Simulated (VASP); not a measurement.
Output of a VASP run:

### OSZICAR
```
...
RMM:   5    -0.540246546491E+03   -0.13070E-04   -0.17801E-04   325   0.302E-02    0.117E-02
RMM:   6    -0.540246548734E+03   -0.22431E-05   -0.37765E-05   230   0.121E-02
   8 F= -.54024655E+03 E0= -.54024655E+03  d E =-.788416E-02
       N       E                     dE             d eps       ncg     rms          rms(c)
DAV:   1    -0.540246910621E+03   -0.36413E-03   -0.79659E-02   360   0.807E-01    0.577E-02
RMM:   2    -0.540246989700E+03   -0.79079E-04   -0.13578E-03   324   0.102E-01    0.298E-02
RMM:   3    -0.540246990226E+03   -0.52634E-06   -0.19765E-04   327   0.360E-02    0.176E-02
RMM:   4    -0.540246989365E+03    0.86088E-06   -0.36374E-05   227   0.140E-02
   9 F= -.54024699E+03 E0= -.54024699E+03  d E =-.832479E-02
       N       E                     dE             d eps       ncg     rms          rms(c)
DAV:   1    -0.540248965480E+03   -0.19753E-02   -0.45579E-01   344   0.194E+00    0.136E-01
RMM:   2    -0.540249443603E+03   -0.47812E-03   -0.72813E-03   324   0.238E-01    0.699E-02
RMM:   3    -0.540249470187E+03   -0.26584E-04   -0.10632E-03   328   0.834E-02    0.403E-02
RMM:   4    -0.540249471330E+03   -0.11425E-05   -0.19386E-04   326   0.320E-02    0.137E-02
RMM:   5    -0.540249474369E+03   -0.30393E-05   -0.35781E-05   228   0.130E-02
  10 F= -.54024947E+03 E0= -.54024947E+03  d E =-.248500E-02
       N       E                     dE             d eps       ncg     rms          rms(c)
DAV:   1    -0.540249475224E+03   -0.38948E-05   -0.35635E-04   360   0.547E-02    0.381E-03
RMM:   2    -0.540249475417E+03   -0.19271E-06   -0.46932E-06   191   0.599E-03    0.220E-03
RMM:   3    -0.540249475360E+03    0.57107E-07   -0.29049E-07   101   0.201E-03    0.120E-03
RMM:   4    -0.540249475364E+03   -0.40436E-08   -0.42854E-07   122   0.175E-03
  11 F= -.54024948E+03 E0= -.54024948E+03  d E =-.248600E-02
       N       E                     dE             d eps       ncg     rms          rms(c)
DAV:   1    -0.540249929263E+03   -0.45390E-03   -0.11509E-01   344   0.970E-01    0.693E-02
RMM:   2    -0.540250059424E+03   -0.13016E-03   -0.19765E-03   324   0.123E-01    0.361E-02
RMM:   3    -0.540250064669E+03   -0.52446E-05   -0.28020E-04   328   0.428E-02    0.201E-02
RMM:   4    -0.540250064906E+03   -0.23729E-06   -0.52198E-05   256   0.166E-02
  12 F= -.54025006E+03 E0= -.54025006E+03  d E =-.589542E-03
       N       E                     dE             d eps       ncg     rms          rms(c)
DAV:   1    -0.540250066504E+03   -0.18355E-05   -0.42208E-04   376   0.590E-02    0.446E-03
RMM:   2    -0.540250066753E+03   -0.24934E-06   -0.66596E-06   188   0.715E-03    0.214E-03
RMM:   3    -0.540250066654E+03    0.99362E-07   -0.49664E-07   123   0.236E-03    0.992E-04
RMM:   4    -0.540250066674E+03   -0.20325E-07   -0.60203E-07   123   0.177E-03
  13 F= -.54025007E+03 E0= -.54025007E+03  d E =-.591310E-03
       N       E                     dE             d eps       ncg     rms          rms(c)
DAV:   1    -0.540250162926E+03   -0.96272E-04   -0.25603E-02   336   0.459E-01    0.370E-02
RMM:   2    -0.540250194038E+03   -0.31111E-04   -0.49790E-04   324   0.609E-02    0.176E-02
RMM:   3    -0.540250195460E+03   -0.14223E-05   -0.68937E-05   276   0.209E-02    0.112E-02
RMM:   4    -0.540250195070E+03    0.38943E-06   -0.10733E-05   196   0.776E-03
  14 F= -.54025020E+03 E0= -.54025020E+03  d E =-.128396E-03
```

**OUTCAR**
```
------------------------ aborting loop because EDIFF is reached ----------------------------------------
  FORCE on cell =-STRESS in cart. coord.  units (eV):
  Direction    XX          YY          ZZ          XY          YZ          ZX
  --------------------------------------------------------------------------------------
  Total        4.2014305      4.2239081      4.2109430     -0.0895156      0.1114297     -0.0960262
  in kB       17.6723444     17.7668912     17.7123565     -0.3765264      0.4687033     -0.4039121
  external PRESSURE =      17.7171973 kB  Pullay stress =       0.0000000 kB
  volume of cell :      380.90
      direct lattice vectors                 reciprocal lattice vectors
     7.248884826  0.000000000  0.000000000     0.137952254  0.000000000  0.000000000
     0.000000000  7.248884826  0.000000000     0.000000000  0.137952254  0.000000000
     0.000000000  0.000000000  7.248884826     0.000000000  0.000000000  0.137952254
  FREE ENERGIE OF THE ION-ELECTRON SYSTEM (eV)
  ---------------------------------------------------
  free  energy   TOTEN  =      -540.2501950704 eV

  energy  without entropy=     -540.2501950704  energy(sigma->0) =     -540.25019507

 reached required accuracy - stopping structural energy minimisation
```
(Selected blocks of OUTCAR.)

**POSCAR**
```
B32N31O
1
    7.2488848260     0.0000000000     0.0000000000
    0.0000000000     7.2488848260     0.0000000000
   -0.0000000000    -0.0000000000     7.2488848260
B N O
32 31 1
Direct
  0.5000000000   0.0000000000   0.0000000000
  0.7460330000   0.2559820000   0.0030820000
  0.7465710000   0.9974420000   0.2456820000
  0.0000000000   0.0000000000   0.0000000000
  0.2500000000   0.2500000000   0.0000000000
  0.4986480000   0.4979940000   0.0043450000
  0.7500000000   0.7500000000   0.0000000000
  0.2500000000   0.0000000000   0.2500000000
  0.4932010000   0.2554560000   0.2479830000
  0.7492730000   0.5056490000   0.2519680000
  0.4961970000   0.9951840000   0.4993580000
  0.7503720000   0.2464720000   0.4934780000
  0.7500000000   0.0000000000   0.7500000000
  0.0000000000   0.5000000000   0.0000000000
  0.2500000000   0.7500000000   0.0000000000
  0.0000000000   0.2500000000   0.2500000000
  0.2434570000   0.5064320000   0.2561950000
  0.5042130000   0.7484360000   0.2529230000
  0.0000000000   0.0000000000   0.5000000000
  0.2495450000   0.2448800000   0.5005840000
  0.4942620000   0.5012110000   0.5031400000
  0.7523070000   0.7452940000   0.5036520000
  0.2500000000   0.0000000000   0.7500000000
  0.5018830000   0.2464450000   0.7538400000
  0.7564690000   0.5037640000   0.7477420000
  0.0000000000   0.7500000000   0.2500000000
  0.0000000000   0.5000000000   0.5000000000
  0.2500000000   0.7500000000   0.5000000000
  0.0000000000   0.2500000000   0.7500000000
  0.2500000000   0.5000000000   0.7500000000
  0.5000000000   0.7500000000   0.7500000000
  0.0000000000   0.7500000000   0.7500000000
  0.6226710000   0.1189140000   0.1234270000
  0.8687330000   0.3794440000   0.1262710000
  0.8729300000   0.1216420000   0.3682380000
  0.1250000000   0.1250000000   0.1250000000
  0.3778830000   0.3812710000   0.1264100000
  0.6222010000   0.6256170000   0.1314050000
  0.8750000000   0.8750000000   0.1250000000
  0.3723030000   0.1200050000   0.3815710000
  0.8714010000   0.6274390000   0.3740210000
  0.6294520000   0.1269080000   0.6318760000
  0.8776370000   0.3721840000   0.6287340000
  0.8750000000   0.1250000000   0.8750000000
  0.1250000000   0.6250000000   0.1250000000
  0.3750000000   0.8750000000   0.1250000000
  0.1250000000   0.3750000000   0.3750000000
  0.3802110000   0.6277880000   0.3705000000
  0.6250000000   0.8750000000   0.3750000000
  0.1250000000   0.1250000000   0.6250000000
  0.3705920000   0.3737590000   0.6271120000
  0.6187480000   0.6244160000   0.6196630000
  0.8750000000   0.8750000000   0.6250000000
  0.3750000000   0.1250000000   0.8750000000
  0.6250000000   0.3750000000   0.8750000000
  0.8750000000   0.6250000000   0.8750000000
  0.1250000000   0.8750000000   0.3750000000
  0.1250000000   0.6250000000   0.6250000000
  0.3750000000   0.8750000000   0.6250000000
  0.1250000000   0.3750000000   0.8750000000
  0.3750000000   0.6250000000   0.8750000000
  0.6250000000   0.8750000000   0.8750000000
  0.1250000000   0.8750000000   0.8750000000
  0.6309060000   0.3736240000   0.3745640000
```

Question: Reconstruct the remaining input files.

Answer: This is not unique; one that fits is the input of the run itself, PBE GGA, plane waves, VASP's PBE PAW potentials (set 64).

### INCAR
```
SYSTEM = B32N31O
PREC = Normal
ENCUT = 400
EDIFF = 1E-5
NELM = 100
ALGO = Fast
LREAL = Auto
LASPH = .TRUE.
ISMEAR = 0
SIGMA = 0.05
GGA = PE
LWAVE = .TRUE.
LCHARG = .FALSE.
NELMIN = 4
ISYM = 0
NELECT = 258.0
IBRION = 2
ISIF = 2
NSW = 60
EDIFFG = -0.03
```

File KPOINTS:
```
Automatic mesh
0
Gamma
1 1 1
0 0 0
```

POTCAR, in this order: B N O (PBE.64 set). Program: vasp_gam.

At this cut-off the stress carries a Pulay error, which pulls relaxed volumes low. The cell is charged, with a uniform compensating background. The supercell is sampled at Γ alone, which is coarse: total energies, pressure and levels can be off, energies of defects by several tenths of an eV.

The cell is a supercell with a defect, built from BN (zinc blende): O_N, charge -1. The run is not spin-polarised, so no state with unpaired spins was tried.
